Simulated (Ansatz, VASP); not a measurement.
# Cross-check of HfGe2N4 (HfGe2N4, 3 layers, AA') between VASP and Ansatz, part 2 of 3

Wanted: the spread between two codes on one cell, functional and k mesh. Of the first pair: The structure shown is the start of the Ansatz relaxation below; VASP solves that cell, so the two are compared at the walk's first step.

VASP 6.6.1 and Ansatz 0.2.0.

So far: The structure; Ansatz: relaxation, PBE with D3(BJ).

## Step 3: VASP: single point, PBE with D3(BJ), start cell, pair 1

Level of this step: PBE with D3(BJ); plane waves and PAW (N, Ge_d, Hf_pv) (VASP).

The same cell, functional, mesh and smearing now go to VASP, with its own data sets.

Lines of VASP's logs that name or quote its potential files are left out, and so is its time.

Contents of INCAR:

```
SYSTEM = HfGe2N4
PREC = Accurate
ENCUT = 520
EDIFF = 1E-06
NELM = 120
ISMEAR = -1
SIGMA = 0.05
LREAL = .FALSE.
ALGO = Normal
GGA = PE
IVDW = 12
NBANDS = 108
LASPH = .TRUE.
LORBIT = 11
LWAVE = .FALSE.
LCHARG = .FALSE.
ISIF = 2
LDIPOL = .TRUE.
IDIPOL = 3
DIPOL = 0.5 0.5 0.5
LVHAR = .TRUE.
GGA_COMPAT = .FALSE.
EFERMI = MIDGAP
NELMDL = -8
KPAR = 4
```

Contents of POSCAR:

```
HfGe2N4
1.0
    3.0200000000      0.0000000000      0.0000000000
   -1.5100000000      2.6153970000      0.0000000000
    0.0000000000      0.0000000000     90.2408740000
N Ge Hf
12 6 3
Direct
    0.0000000000      0.0000000000      0.3357680246
    0.3333333333      0.6666666667      0.3626711771
    0.3333333333      0.6666666667      0.3947124227
    0.0000000000      0.0000000000      0.4216155752
    0.3333333333      0.6666666667      0.4570762247
    0.0000000000      0.0000000000      0.4839793772
    0.0000000000      0.0000000000      0.5160206228
    0.3333333333      0.6666666667      0.5429237753
    0.0000000000      0.0000000000      0.5783844248
    0.3333333333      0.6666666667      0.6052875773
    0.3333333333      0.6666666667      0.6373288229
    0.0000000000      0.0000000000      0.6642319754
    0.3333333333      0.6666666667      0.3422813037
    0.3333333333      0.6666666667      0.4151022961
    0.0000000000      0.0000000000      0.4635895038
    0.0000000000      0.0000000000      0.5364104962
    0.3333333333      0.6666666667      0.5848977039
    0.3333333333      0.6666666667      0.6577186963
    0.0000000000      0.0000000000      0.3786917999
    0.3333333333      0.6666666667      0.5000000000
    0.0000000000      0.0000000000      0.6213082001
```

Contents of KPOINTS:

```
Automatic mesh
0
Gamma
11 11 1
0 0 0
```

PAW data sets: N, Ge_d and Hf_pv (PBE family, release 64).

Run with:

```bash
mpirun -np 4 vasp_std
```

Numbers of over 12 decimals in the logs are rounded to 6 here.

What it wrote:

```text
[banner, memory and clock lines left out]
running    4 mpi-ranks, on    1 nodes
 distrk:  each k-point on    1 cores,    4 groups
 distr:  one band on    1 cores,    1 groups

 POSCAR found type information on POSCAR N GeHf
 POSCAR found :  3 types and      21 ions
|                                                                             |
|               ----> ADVICE to this user running VASP <----                  |
|                                                                             |
|     You have a (more or less) 'large supercell' and for larger cells it     |
|     might be more efficient to use real-space projection operators.         |
|     Therefore, try LREAL= Auto in the INCAR file.                           |
|     Mind: For very accurate calculation, you might also keep the            |
|     reciprocal projection scheme (i.e. LREAL=.FALSE.).                      |
|                                                                             |

 LDA part: xc-table for (Slater+PW92), standard interpolation
|                                                                             |
|           W    W    AA    RRRRR   N    N  II  N    N   GGGG   !!!           |
|           W    W   A  A   R    R  NN   N  II  NN   N  G    G  !!!           |
|           W    W  A    A  R    R  N N  N  II  N N  N  G       !!!           |
|           W WW W  AAAAAA  RRRRR   N  N N  II  N  N N  G  GGG   !            |
|           WW  WW  A    A  R   R   N   NN  II  N   NN  G    G                |
|           W    W  A    A  R    R  N    N  II  N    N   GGGG   !!!           |
|                                                                             |
|     One of the lattice vectors is very long (>50 A), but AMIN is rather     |
|     large. This can spoil convergence since charge sloshing might occur     |
|     along the long lattice vector. If problems with convergence are         |
|     observed, try to decrease AMIN to a smaller value (e.g. 0.01).          |
|     Note: This warning only applies if the self-consistency cycle is        |
|     used.                                                                   |
|                                                                             |

 POSCAR, INCAR and KPOINTS ok, starting setup
 FFT: planning ... GRIDC
 FFT: planning ... GRID_SOFT
 FFT: planning ... GRID
 WAVECAR not read
 entering main loop
       N       E                     dE             d eps       ncg     rms          rms(c)
DAV:   1     0.256454656978E+04    0.25645E+04   -0.79354E+04  4968   0.241E+03
DAV:   2     0.337913265996E+03   -0.22266E+04   -0.21047E+04  4128   0.777E+02
DAV:   3    -0.142646899654E+03   -0.48056E+03   -0.46657E+03  4448   0.242E+02
DAV:   4    -0.189267981363E+03   -0.46621E+02   -0.45871E+02  4112   0.899E+01
DAV:   5    -0.191761805072E+03   -0.24938E+01   -0.24815E+01  4768   0.196E+01
DAV:   6    -0.191870743843E+03   -0.10894E+00   -0.10882E+00  4760   0.370E+00
DAV:   7    -0.191873398464E+03   -0.26546E-02   -0.26531E-02  4864   0.599E-01
DAV:   8    -0.191873510213E+03   -0.11175E-03   -0.11172E-03  4800   0.115E-01    0.866E+01
DAV:   9    -0.163518191201E+03    0.28355E+02   -0.13090E+02  5032   0.528E+01    0.832E+01
DAV:  10    -0.162830677902E+03    0.68751E+00   -0.10475E+01  3976   0.105E+01    0.623E+01
DAV:  11    -0.162886599094E+03   -0.55921E-01   -0.24325E+00  4396   0.102E+01    0.903E+00
DAV:  12    -0.162455517082E+03    0.43108E+00   -0.13640E+00  4792   0.598E+00    0.473E+00
DAV:  13    -0.162460009764E+03   -0.44927E-02   -0.14434E-01  4456   0.148E+00    0.237E+00
DAV:  14    -0.162460056044E+03   -0.46280E-04   -0.92320E-03  4808   0.444E-01    0.198E+00
[...]
DAV:  25    -0.162459555547E+03   -0.27191E-04   -0.43035E-07  2620   0.270E-03    0.535E-03
DAV:  26    -0.162459582837E+03   -0.27291E-04   -0.86054E-07  2692   0.291E-03    0.233E-03
DAV:  27    -0.162459596960E+03   -0.14123E-04   -0.26991E-07  2492   0.186E-03    0.868E-04
DAV:  28    -0.162459604985E+03   -0.80245E-05   -0.98737E-08  2324   0.135E-03    0.109E-03
DAV:  29    -0.162459610810E+03   -0.58256E-05   -0.71540E-08  2360   0.944E-04    0.112E-03
DAV:  30    -0.162459614638E+03   -0.38276E-05   -0.56246E-08  2308   0.839E-04    0.172E-04
DAV:  31    -0.162459616279E+03   -0.16409E-05   -0.32236E-08  2268   0.635E-04    0.477E-04
DAV:  32    -0.162459617084E+03   -0.80548E-06   -0.17294E-08  2296   0.516E-04
   1 F= -.16760723E+03 E0= -.16760716E+03  d E =-.140350E-03
```

From OUTCAR (step 3):

```text
ion  position               nearest neighbor table
   1  0.000  0.000  0.336-  13 1.84  13 1.84  13 1.84
   2  0.333  0.667  0.363-  13 1.84  19 2.27  19 2.27  19 2.27
   3  0.333  0.667  0.395-  14 1.84  19 2.27  19 2.27  19 2.27
   4  0.000  0.000  0.422-  14 1.84  14 1.84  14 1.84
   5  0.333  0.667  0.457-  15 1.84  15 1.84  15 1.84
   6  0.000  0.000  0.484-  15 1.84  20 2.27  20 2.27  20 2.27
   7  0.000  0.000  0.516-  16 1.84  20 2.27  20 2.27  20 2.27
   8  0.333  0.667  0.543-  16 1.84  16 1.84  16 1.84
   9  0.000  0.000  0.578-  17 1.84  17 1.84  17 1.84
  10  0.333  0.667  0.605-  17 1.84  21 2.27  21 2.27  21 2.27
  11  0.333  0.667  0.637-  18 1.84  21 2.27  21 2.27  21 2.27
  12  0.000  0.000  0.664-  18 1.84  18 1.84  18 1.84
  13  0.333  0.667  0.342-   2 1.84   1 1.84   1 1.84   1 1.84
  14  0.333  0.667  0.415-   3 1.84   4 1.84   4 1.84   4 1.84
  15  0.000  0.000  0.464-   6 1.84   5 1.84   5 1.84   5 1.84
  16  0.000  0.000  0.536-   7 1.84   8 1.84   8 1.84   8 1.84
  17  0.333  0.667  0.585-  10 1.84   9 1.84   9 1.84   9 1.84
  18  0.333  0.667  0.658-  11 1.84  12 1.84  12 1.84  12 1.84
  19  0.000  0.000  0.379-   2 2.27   3 2.27   2 2.27   3 2.27   2 2.27   3 2.27
  20  0.333  0.667  0.500-   6 2.27   7 2.27   6 2.27   7 2.27   6 2.27   7 2.27
  21  0.000  0.000  0.621-  11 2.27  10 2.27  11 2.27  10 2.27  11 2.27  10 2.27

  LATTYP: Found a hexagonal cell.
 ALAT       =     3.0200000000
 C/A-ratio  =    29.8810841060

 Subroutine GETGRP returns: Found 12 space group operations
 (whereof 12 operations were pure point group operations)

The static configuration has the point symmetry D_3h.

 Found     16 irreducible k-points:

   k-points           NKPTS =     16   k-points in BZ     NKDIM =     16   number of bands    NBANDS=    108

   dimension x,y,z NGX =    24 NGY =   24 NGZ =  672
   dimension x,y,z NGXF=    48 NGYF=   48 NGZF= 1344

   ENCUT  =  520.0 eV  38.22 Ry    6.18 a.u.   5.62  5.62167.79*2*pi/ulx,y,z

   NELECT =     174.0000    total number of electrons

 k-points in reciprocal lattice and weights: Automatic mesh
   0.00000000  0.00000000  0.00000000       0.008
   0.09090909  0.00000000  0.00000000       0.050
   0.18181818  0.00000000  0.00000000       0.050
   0.27272727  0.00000000  0.00000000       0.050
   0.36363636  0.00000000  0.00000000       0.050
   0.45454545  0.00000000  0.00000000       0.050
   0.09090909  0.09090909  0.00000000       0.050
   0.18181818  0.09090909  0.00000000       0.099
   0.27272727  0.09090909  0.00000000       0.099
[...]
0.27272727  0.27272727  0.00000000       0.050
   0.36363636  0.27272727  0.00000000       0.050

 dipolmoment           0.000000      0.000000      0.000000 electrons x Angstroem

 average (electrostatic) potential at core
       1 -70.4407       2 -69.4373       3 -69.4395       4 -70.4496       5 -70.4498
       6 -69.4409       7 -69.4409       8 -70.4498       9 -70.4496      10 -69.4395
      11 -69.4373      12 -70.4407      13 -81.3682      14 -81.3762      15 -81.3766
      16 -81.3766      17 -81.3762      18 -81.3682      19 -43.9402      20 -43.9422
      21 -43.9402

 E-fermi :  -2.0448

 k-point     1 :       0.0000    0.0000    0.0000
  band No.  band energies     occupation
    ...
     83      -2.4321      1.99914
     84      -2.4295      1.99909
     85      -2.4295      1.99909
     86      -2.4294      1.99909
     87      -2.4294      1.99909
     88      -1.2779      0.00000
     89      -1.1637      0.00000
     90      -1.0422      0.00000
     91       0.7396      0.00000
     92       0.7837      0.00000
    ...

 k-point     2 :       0.0909    0.0000    0.0000
  band No.  band energies     occupation
    ...
     83      -2.6254      1.99998
     84      -2.6229      1.99998
     85      -2.5667      1.99994
     86      -2.5639      1.99994
     87      -2.5639      1.99994
     88      -1.0056      0.00000
     89      -0.9388      0.00000
     90      -0.8697      0.00000
     91       1.0278      0.00000
     92       1.0628      0.00000
    ...

 k-point     3 :       0.1818    0.0000    0.0000
  band No.  band energies     occupation
    ...
     83      -3.0382      2.00000
     84      -3.0003      2.00000
     85      -2.9011      2.00000
     86      -2.8982      2.00000
     87      -2.8980      2.00000
     88      -1.0147      0.00000
     89      -1.0090      0.00000
     90      -1.0060      0.00000
     91       1.0317      0.00000
     92       1.1110      0.00000
    ...

 Edisp (eV)   -5.14761

  Total      24.00516    24.00516   -34.34955     0.00000     0.00000    -0.00000
  in kB      53.95942    53.95943   -77.21181     0.00000     0.00000    -0.00000
  external pressure =       10.24 kB  Pullay stress =        0.00 kB

  energy-cutoff  :      520.00
  volume of cell :      712.77
      direct lattice vectors                 reciprocal lattice vectors
     3.020000000  0.000000000  0.000000000     0.331125828  0.191175565  0.000000000
    -1.510000000  2.615397000  0.000000000     0.000000000  0.382351131  0.000000000
     0.000000000  0.000000000 90.240874000     0.000000000  0.000000000  0.011081453

 POSITION                                       TOTAL-FORCE (eV/Angst)
 -----------------------------------------------------------------------------------
      0.00000      0.00000     30.30000        -0.000000      0.000000     -0.447289
     -0.00000      1.74360     32.72776         0.000000     -0.000000      4.171812
     -0.00000      1.74360     35.61919         0.000000     -0.000000     -4.160313
      0.00000      0.00000     38.04696        -0.000000     -0.000000      0.456961
     -0.00000      1.74360     41.24696         0.000000     -0.000000     -0.456013
      0.00000      0.00000     43.67472         0.000000      0.000000      4.161285
      0.00000      0.00000     46.56615         0.000000      0.000000     -4.161285
     -0.00000      1.74360     48.99392        -0.000000     -0.000000      0.456013
      0.00000      0.00000     52.19392         0.000000     -0.000000     -0.456961
     -0.00000      1.74360     54.62168         0.000000     -0.000000      4.160313
     -0.00000      1.74360     57.51311         0.000000     -0.000000     -4.171812
      0.00000      0.00000     59.94087        -0.000000     -0.000000      0.447289
     -0.00000      1.74360     30.88776         0.000000      0.000000      0.359331
     -0.00000      1.74360     37.45919         0.000000      0.000000     -0.272365
      0.00000      0.00000     41.83472         0.000000      0.000000      0.272252
      0.00000      0.00000     48.40615         0.000000      0.000000     -0.272252
     -0.00000      1.74360     52.78168         0.000000      0.000000      0.272365
     -0.00000      1.74360     59.35311         0.000000     -0.000000     -0.359331
      0.00000      0.00000     34.17348         0.000000     -0.000000      0.011840
     -0.00000      1.74360     45.12044         0.000000     -0.000000      0.000000
      0.00000      0.00000     56.06740         0.000000     -0.000000     -0.011840
 -----------------------------------------------------------------------------------
    total drift:                                0.000001     -0.000002     -0.000000

  FREE ENERGIE OF THE ION-ELECTRON SYSTEM (eV)
  ---------------------------------------------------
  free  energy   TOTEN  =      -167.6072275003 eV

  energy  without entropy=     -167.6070871506  energy(sigma->0) =     -167.60715733

 vacuum level on the upper side and lower side of the slab         4.114         4.114

 total charge
# of ion       s       p       d       tot
------------------------------------------
    1        1.239   2.554   0.000   3.793
    2        1.235   2.502   0.000   3.738
    3        1.235   2.502   0.000   3.738
    4        1.240   2.554   0.000   3.794
    5        1.240   2.554   0.000   3.794
    6        1.235   2.502   0.000   3.738
    7        1.235   2.502   0.000   3.738
    8        1.240   2.554   0.000   3.794
    9        1.240   2.554   0.000   3.794
   10        1.235   2.502   0.000   3.738
   11        1.235   2.502   0.000   3.738
   12        1.239   2.554   0.000   3.793
   13        1.015   1.371  10.366  12.752
   14        1.015   1.371  10.366  12.752
   15        1.015   1.371  10.366  12.752
   16        1.015   1.371  10.366  12.752
   17        1.015   1.371  10.366  12.752
   18        1.015   1.371  10.366  12.752
   19        0.339   6.613   1.592   8.544
   20        0.339   6.613   1.592   8.544
   21        0.339   6.613   1.592   8.544
--------------------------------------------------
tot         21.959  58.404  66.971 147.334

[... 3 further parts left out ...]
```

Harder data sets than Hf_pv exist (the GW ones), and pressures, volumes and forces can shift noticeably with them.

## Step 4: Side by side

Known differences besides the potentials themselves: Ansatz cuts the interaction across the vacuum, VASP repeats the sheet with a dipole correction; the data sets hold 222 valence electrons in Ansatz (on its default PAW (the set named soft_2) files) and 174 in VASP; the cutoff is 420 eV in Ansatz and 520 eV in VASP. Total energies have different zeros and are not compared.

Forces on 7 of the 21 atoms, those with the largest forces and the largest differences (eV/Å; atoms numbered as in POSCAR):

| atom | Ansatz x, y, z | VASP x, y, z |
| --- | --- | --- |
| N2 | 0.000, 0.000, 4.088 | 0.000, 0.000, 4.172 |
| N3 | 0.000, 0.000, -4.076 | 0.000, 0.000, -4.160 |
| N4 | 0.000, 0.000, 0.495 | 0.000, 0.000, 0.457 |
| N6 | 0.000, 0.000, 4.077 | 0.000, 0.000, 4.161 |
| N7 | 0.000, 0.000, -4.077 | 0.000, 0.000, -4.161 |
| N10 | 0.000, 0.000, 4.076 | 0.000, 0.000, 4.160 |
| N11 | 0.000, 0.000, -4.088 | 0.000, 0.000, -4.172 |

The forces differ by 28 meV/Å r.m.s., which is 2.2 % of the r.m.s. force of 1.296 eV/Å (both taken over all components). With vacuum in the cell, a pressure given here is an average over mostly empty space and none of the material.

## Step 5: Ansatz: relaxation, PBE with D3(BJ)

This run makes the geometry at which the two programs are then compared.

The structure compared here is the end of the Ansatz relaxation.

Contents of input.yaml:

```yaml
crystal:
  lattice:
    - [3.02, 0.0, 0.0]
    - [-1.51, 2.6153967194, 0.0]
    - [0.0, 0.0, 90.2408743473]
  atoms:
    - { symbol: "N", position: [0.0, 0.0, 0.3357680233] }
    - { symbol: Ge, position: [0.3333333333, 0.6666666667, 0.3422813038] }
    - { symbol: "N", position: [0.3333333333, 0.6666666667, 0.3626711771] }
    - { symbol: Hf, position: [0.0, 0.0, 0.3786917991] }
    - { symbol: "N", position: [0.3333333333, 0.6666666667, 0.394712421] }
    - { symbol: Ge, position: [0.3333333333, 0.6666666667, 0.4151022944] }
    - { symbol: "N", position: [0.0, 0.0, 0.4216155749] }
    - { symbol: "N", position: [0.3333333333, 0.6666666667, 0.4570762242] }
    - { symbol: Ge, position: [0.0, 0.0, 0.4635895047] }
    - { symbol: "N", position: [0.0, 0.0, 0.4839793781] }
    - { symbol: Hf, position: [0.3333333333, 0.6666666667, 0.5] }
    - { symbol: "N", position: [0.0, 0.0, 0.5160206219] }
    - { symbol: Ge, position: [0.0, 0.0, 0.5364104953] }
    - { symbol: "N", position: [0.3333333333, 0.6666666667, 0.5429237758] }
    - { symbol: "N", position: [0.0, 0.0, 0.5783844251] }
    - { symbol: Ge, position: [0.3333333333, 0.6666666667, 0.5848977056] }
    - { symbol: "N", position: [0.3333333333, 0.6666666667, 0.605287579] }
    - { symbol: Hf, position: [0.0, 0.0, 0.6213082009] }
    - { symbol: "N", position: [0.3333333333, 0.6666666667, 0.6373288229] }
    - { symbol: Ge, position: [0.3333333333, 0.6666666667, 0.6577186962] }
    - { symbol: "N", position: [0.0, 0.0, 0.6642319767] }
  periodic: [true, true, false]
kpoints:
  mp_grid: { grid: [11, 11, 1] }
hamiltonian:
  xc: pbe
  dispersion: d3bj
scf:
  occupations: { method: fermi_dirac, width: 0.05 }
  convergence: { dr2_threshold: 1.0e-09 }
relax:
  f_tol: 0.015
  max_steps: 90
  cell: {}
output:
  write_potential: true
  write_density: true
  volumetric_format: npy
```

Run with:

```bash
ansatz run input.yaml --threads 4 --pin off --max-ram 12288MiB --backend cpu --events-out ev --progress --plain --runs-dir out
```

What it wrote:

```text
[...]
Crystal: 21 atoms, lattice volume = 712.767 Å³
Basis set: ecut = 420 eV, 13669 PW (Γ), exchange–correlation on 48×48×1250 points (8 copies of the dense FFT grid, shifted against one another)
Bands: 134, of which v1, the nominal top of the filled ones, is band 111 counted from 1 (110 counted from 0)
Symmetry: 12 space group operations
[...]
k-points: 16 of 121 (time reversal used)
[...]
- { symbol: N, position: [0.333333, 0.666667, 0.540393] }
    - { symbol: N, position: [1.0573552615323579e-17, -1.6573624137598693e-17, 0.568987] }
    - { symbol: Ge, position: [0.333333, 0.666667, 0.575196] }
    - { symbol: N, position: [0.333333, 0.666667, 0.595894] }
    - { symbol: Hf, position: [1.057355261532346e-17, -1.6573624137598734e-17, 0.609383] }
    - { symbol: N, position: [0.333333, 0.666667, 0.622881] }
    - { symbol: Ge, position: [0.333333, 0.666667, 0.643600] }
    - { symbol: N, position: [1.057355261532347e-17, -1.6573624137598718e-17, 0.649986] }
[key lines of the parts left out:]
P = ½ c Tr σ = 0.0070 N/m
```

(Part 2 of 3 ends here.)

[Lines on the potential files, build, host, timing and source positions are cut from VASP's logs without a mark.]

[Logs are printed without paths, hosts, clocks, repeated set-up lines and the standing remarks that a program may print on its own settings, such as how far it seeks lower states.]

[Hosts, paths, dates, database ids (printed as entryN), source tags and the programs' standing remarks are cut or masked in the printed files.]
